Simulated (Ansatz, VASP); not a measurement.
# SnTe: VASP beside Ansatz, part 2 of 2

One calculation is typed for both programs; each brings its own data sets. How far apart do they land? The cell is taken from a series of runs on this material, whose earlier steps may have relaxed, scaled, displaced or heated it; both programs get it as it stands.

VASP 6.6.1 and Ansatz 0.2.0.

So far: The starting structure; VASP: zone-centre phonons, PBEsol.

## Step 3: Ansatz: zone-centre phonons, PBEsol

Level of this step: Ansatz beside VASP: Kohn-Sham DFT, plane waves, PBEsol (Ansatz).

Ansatz runs on its PAW soft_1 files.

The same cell, functional, mesh and smearing now go to Ansatz, which takes its cutoff from its data sets.

input.yaml

```yaml
crystal:
  lattice:
    - [0.0499960166, 3.157017655, 3.1439571024]
    - [3.157017655, 0.0499960166, 3.1439571024]
    - [3.2070136716, 3.2070136716, -1.0e-10]
  atoms:
    - { symbol: Sn, position: [0.0, 0.0, 0.0] }
    - { symbol: Te, position: [0.5, 0.5, 0.5] }
kpoints:
  mp_grid: { grid: [12, 12, 12] }
hamiltonian:
  xc: pbesol
  pseudopotentials: { kind: paw, azcp: { folder: soft_1 }, xc_functional: pbe }
scf:
  occupations: { method: gaussian, width: 0.01 }
output:
  eigenvalues: true
phonons:
  method: dfpt
```

On the command line:

```sh
$ ansatz run input.yaml --threads 4 --pin off --max-ram 10240MiB --backend cpu --events-out ev --progress --plain --runs-dir out
```

Numbers of over 12 decimals in the logs are rounded to 6 here.

Output:

```text
zone centre: on kpoints.mp_grid the ground state, and the responses unless they are solved on pairs of k-points, stand on 476 of the mesh's 1728 k-points, reduced under 4 symmetry operations, with k and −k counted as one. Each operation leaves every solved displacement unchanged or reverses it
Engine: ansatz 0.2.0, x86_64-unknown-linux-gnu
Pseudopotentials: kind: paw
Pseudopotential: Sn, paw, valence charge 14, recommended cutoff 420 eV (normal), soft_1/Sn.paw.azcp
Pseudopotential: Te, paw, valence charge 16, recommended cutoff 420 eV (normal), soft_1/Te.paw.azcp
Functional definition: PBEsol
  exchange = pbesol_x
  correlation = pbesol_c
Crystal: 2 atoms, lattice volume = 62.654 Å³
Basis set: ecut = 420 eV, 1243 PW (Γ), exchange–correlation on 64×64×64 points (8 copies of the dense FFT grid, shifted against one another)
Bands: 19, of which v1, the nominal top of the filled ones, is band 15 counted from 1 (14 counted from 0)
Symmetry: 8 space group operations
k-points: 476 of 1728 (irreducible under 4 space group operations)
Non-local potential: Sn, projectors of the file, l = 0: 2, l = 1: 2, l = 2: 2, l = 3: 1
Non-local potential: Te, projectors of the file, l = 0: 2, l = 1: 2, l = 2: 2, l = 3: 1
PAW form: soft (Blöchl's): semilocal exchange-correlation on the pseudo side does not see the compensation charge
PAW frozen core: Sn, regenerated for the run's functional, and the local potential with it (the file was generated under x = pbe(κ = 0.804, μ = 0.219515), c = pbe(β = 0.066725))
PAW frozen core: Te, regenerated for the run's functional, and the local potential with it (the file was generated under x = pbe(κ = 0.804, μ = 0.219515), c = pbe(β = 0.066725))
PAW one-centre angular grid: Sn, 590 points (default); XC on 64 Gauss nodes
PAW one-centre angular grid: Te, 590 points (default); XC on 64 Gauss nodes
Initial density: superposition of atomic densities (chi_scale 0.1, normalization cell, long waves kept (reshape's long-wave potential 0.00 eV rms))
Initial wavefunctions: pseudopotential atomic-orbital guess
Functional: x = pbesol(κ = 0.804, μ = 0.123457), c = pbesol(β = 0.046)
SCF iter   1: F=—  HF=-12852.009686 eV  |F-HF|=—  |Δ(HF+E_count)|=         —  Δρ=1.07e-2  dr2=7.29e-2  ethr=3.10e-3  ⟨swp⟩=7.6  Hψ=52619  notcnv=0
preconditioner: auto → Kerker (q_TF=auto, 2.413 Å⁻¹)  [metal: Δε(μ)=0.006 eV  Ē_g=8.660 eV  σ=0.010 eV  W_gap=0.34  n_scr=14 (ndim 8)  ℏωp=14.8 eV  f_vac=0.000  D(μ)=0.24/eV (n_scr^D=0)]
SCF iter   2: F=—  HF=-12852.005457 eV  |F-HF|=—  |Δ(HF+E_count)|=   4.23e-3  Δρ=7.13e-3  dr2=3.49e-2  ethr=2.43e-4  ⟨swp⟩=2.0  Hψ=14373  notcnv=0
preconditioner: auto → none  [insulator: Δε(μ)=0.014 eV  Ē_g=8.653 eV  σ=0.010 eV  W_gap=0.67  n_scr=14 (ndim 8)  ℏωp=14.8 eV  f_vac=0.000  D(μ)=0.16/eV (n_scr^D=0)  ε∞_Penn≈3.9]
SCF iter   3: F=—  HF=-12852.003569 eV  |F-HF|=—  |Δ(HF+E_count)|=   1.89e-3  Δρ=6.62e-4  dr2=1.90e-4  ethr=1.16e-4  ⟨swp⟩=3.0  Hψ=17427  notcnv=0
SCF iter   4: F=—  HF=-12852.003688 eV  |F-HF|=—  |Δ(HF+E_count)|=   1.20e-4  Δρ=4.95e-4  dr2=1.30e-4  ethr=6.33e-7  ⟨swp⟩=2.1  Hψ=18398  notcnv=0
SCF iter   5: F=—  HF=-12852.003589 eV  |F-HF|=—  |Δ(HF+E_count)|=   9.91e-5  Δρ=7.29e-5  dr2=3.14e-6  ethr=4.32e-7  ⟨swp⟩=2.0  Hψ=17153  notcnv=0
SCF iter   6: F=—  HF=-12852.003588 eV  |F-HF|=—  |Δ(HF+E_count)|=   1.14e-6  Δρ=2.82e-5  dr2=4.35e-7  ethr=1.05e-8  ⟨swp⟩=2.0  Hψ=16185  notcnv=0
SCF iter   7: F=—  HF=-12852.003588 eV  |F-HF|=—  |Δ(HF+E_count)|=   3.52e-7  Δρ=4.53e-6  dr2=1.16e-8  ethr=1.45e-9  ⟨swp⟩=2.0  Hψ=16184  notcnv=0
SCF iter   8: F=—  HF=-12852.003588 eV  |F-HF|=—  |Δ(HF+E_count)|=   6.98e-9  Δρ=6.77e-7  dr2=2.31e-10  ethr=3.85e-11  ⟨swp⟩=2.0  Hψ=16184  notcnv=0
SCF iter   9: F=-12852.003588 eV  HF=-12852.003588 eV  |F-HF|=3.64e-12  |Δ(HF+E_count)|=  1.60e-10  Δρ=3.96e-8  dr2=7.82e-13  ethr=1.00e-12  ⟨swp⟩=5.9  Hψ=54974  notcnv=0
SCF 1 converged in 9 iterations: F = -12852.003588 eV  dr2 = 7.82e-13
  greatest PAW one-centre occupation: 0.998 electrons in one spin orbital (limit 2), on the Te atom at site 1 (counted from 0), in its partial waves of l = 2
DFPT response loops at Γ: preconditioner auto → Kerker (q_TF=auto, 2.413 Å⁻¹) (partly filled bands, converged f_vac=0.005); β = 1.00, the filter's whole step (`scf.mixing.beta` (0.50) is not read by the response loops under this deck's `scf.mixing.preconditioner`; to damp them name `kerker` or `kerker_dos`, under which they read `scf.mixing.beta`, and type it under 1.00, their step now; both keys bind the ground state too); Broyden in place of MSR1
SCF converged after 9 iterations
Free energy (F): -12852.003588 eV
Harris-Foulkes:  -12852.003588 eV  (|F-HF|=3.64e-12)
Internal energy: -12852.003583 eV  (E = F + TS)
E sigma→0 (E₀):  -12852.003585 eV
Entropy (-TS):   -0.000005 eV (-0.003 meV/atom)
Fermi energy:    9.536978 eV
--- Per-component energies (eV) ---
  E_band       = -356.597496
  E_kinetic    = 339.189867
  E_local      = -2686.035285  (includes V_loc(G=0)·N_el)
  E_nonlocal   = 215.523765
  E_hartree    = 1337.567525
  E_xc         = -246.325434
  E_vxc        = -182.275662  (∫ρ·V_xc dr)
  E_paw        = -8888.375892  (= ΣΔE_a)
  E_vpaw       = -718.135556  (= ΣTr[D̂ρ^β])
  E_aug_tail   = 0.000379  (compensation charges beyond the density's cutoff)
  E_ewald      = -2924.208159
  E_core_change = 0.659651  (= ΣΔE_core)
  E_smearing   = -0.000005  (= −TS)
  E_closure    = 0.000000  (closes the sum)
  Σ components = -12852.003588   (vs F -12852.003588, Δ=0.00e0)
--- Band table (eV; the first three rows and the last of 476) ---
  k-point 0: bands = [... 11 lower, 4.7949, 7.2716, 7.3665, 7.5668, 12.7844, 12.8785, 12.9233, 14.0648]
  k-point 1: bands = [... 11 lower, 4.4337, 7.3448, 7.5734, 7.5807, 12.4708, 12.5584, 12.5726, 14.1071]
  k-point 2: bands = [... 11 lower, 3.6564, 7.3955, 7.5971, 8.0934, 11.8149, 11.8620, 11.9010, 14.2058]
  k-point 475: bands = [... 11 lower, 3.0164, 3.9366, 5.6251, 5.9535, 11.6434, 14.3668, 14.4857, 15.9172]
--- Phonons (Γ-DFPT): 4 representative perturbations + reference, on 476 of 1728 k-points (Σ response iterations 12) ---
  k mesh reduced under 4 symmetry operations, with k and −k counted as one. Each operation leaves every solved displacement unchanged or reverses it
  ASR residual: 5.896e-5 → 0.000e0 eV/Å²; symmetrization residual: 1.171e-5 eV/Å²
  ASR residual per site (eV/Å²): 4.09e-5 5.90e-5
  Γ frequencies (cm⁻¹): -14.49 0.00 0.00 0.00 31.25 36.31
  non-analytic LO–TO correction: not included (Born effective charges unavailable; polar crystals: no LO–TO splitting at Γ)
```

In the SCF lines HF is the Harris–Foulkes energy and dr2 the Hartree energy of the density residual, in eV; the loop may stop once dr2 is under the threshold and the program's other checks hold. Hψ counts applications of the Hamiltonian.

## Step 4: Side by side

Known differences besides the potentials themselves: the data sets hold 30 valence electrons in Ansatz (on its PAW soft_1 files) and 20 in VASP; the cutoff is 420 eV in Ansatz and 500 eV in VASP; Ansatz makes its cores anew for this functional, VASP keeps those of its PBE data sets. Total energies have different zeros and are not compared.

Both answers:

```csv
quantity,Ansatz,VASP,difference
"optical mode 1 (imaginary, printed as negative) (cm⁻¹)",-14.5,-6.2,-8.3
optical mode 2 (cm⁻¹),31.2,34.5,-3.3
optical mode 3 (cm⁻¹),36.3,38.9,-2.6
```

Modes are paired by rising frequency, not by their patterns, so a pair may set unlike modes beside each other; they are those without the splitting of longitudinal modes.

## Step 5: Results

```json
{"r.m.s. difference of the optical zone-centre modes, each program's sorted by frequency (zone-centre phonons, PBEsol)": "5.4 cm⁻¹"}
```

In words: The r.m.s. difference of the optical zone-centre modes, each program's sorted by frequency is 5.4 cm⁻¹ (zone-centre phonons, PBEsol). The data sets hold unlike numbers of valence electrons (30 in Ansatz and 20 in VASP), so part of the differences comes from the potentials. What causes the difference of the zone-centre phonons, PBEsol pair stays open here. How closely two codes agree says nothing of how well the functional describes the real material.

[Lines on the potential files, build, host, timing and source positions are cut from VASP's logs without a mark.]

[Logs are printed without paths, hosts, clocks, repeated set-up lines and the standing remarks that a program may print on its own settings, such as how far it seeks lower states.]

[Hosts, paths, dates, database ids (printed as entryN), source tags and the programs' standing remarks are cut or masked in the printed files.]
